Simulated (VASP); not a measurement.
Energy against volume of AlN (zinc blende). Computed with AM05 GGA, VASP's PBE PAW potentials (set 64) (plane waves; VASP). Numerical set-up: 520 eV cut-off, 10×10×10 Γ-centred mesh, Gaussian smearing of 0.050 eV, potentials Al N.

```tsv
V (Å³/atom)	E (eV/atom)
9.854	-7.59167
10.169	-7.61185
10.483	-7.61828
10.798	-7.61284
```

Q: Fit these four points and predict the energy of the run at 11.112 Å³/atom.

A: A cubic in V^(−2/3), the third-order Birch-Murnaghan form, passes through the four points with V0 = 10.49 Å³/atom and B0 = 201 GPa, and gives -7.5971 eV/atom there. The run gave -7.5972 eV/atom, -0.1 meV/atom from the fit; all five points give B0 = 201 GPa.

The compound is AlN in the zinc blende structure, a metastable form; wurtzite is the usual one. It was relaxed first.
